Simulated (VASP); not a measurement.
Input:

```
Ni3Si
1.0
    3.45195     0.00000     0.00000
    0.00000     3.45195     0.00000
    0.00000     0.00000     3.45195
Si Ni
1 3
Direct
  0.00000   0.00000   0.00000
  0.00000   0.50000   0.50000
  0.50000   0.00000   0.50000
  0.50000   0.50000   0.00000
```

Calculation: MS2 meta-GGA, VASP's PBE PAW potentials (set 64) (plane waves; VASP). Run with 520 eV cut-off, 10×10×10 Γ-centred mesh, tetrahedra with Blöchl corrections, potentials Si Ni.

The cores are frozen, which limits the accuracy of field gradients.

Task: Give the principal components of the electric field gradient (V/Å²) and the asymmetry η at each nucleus.

Result: 
```json
[
 {"atom": "Si1", "Vxx": "0.0", "Vyy": "0.0", "Vzz": "0.0", "η": "-"},
 {"atom": "Ni2", "Vxx": "19.6", "Vyy": "19.6", "Vzz": "-39.3", "η": "0.00"},
 {"atom": "Ni3", "Vxx": "19.6", "Vyy": "19.6", "Vzz": "-39.3", "η": "0.00"},
 {"atom": "Ni4", "Vxx": "19.6", "Vyy": "19.6", "Vzz": "-39.3", "η": "0.00"}
]
```

The compound is Ni3Si in the L1_2 structure. It was relaxed first. The run is not spin-polarised, so no magnetic state was tried.
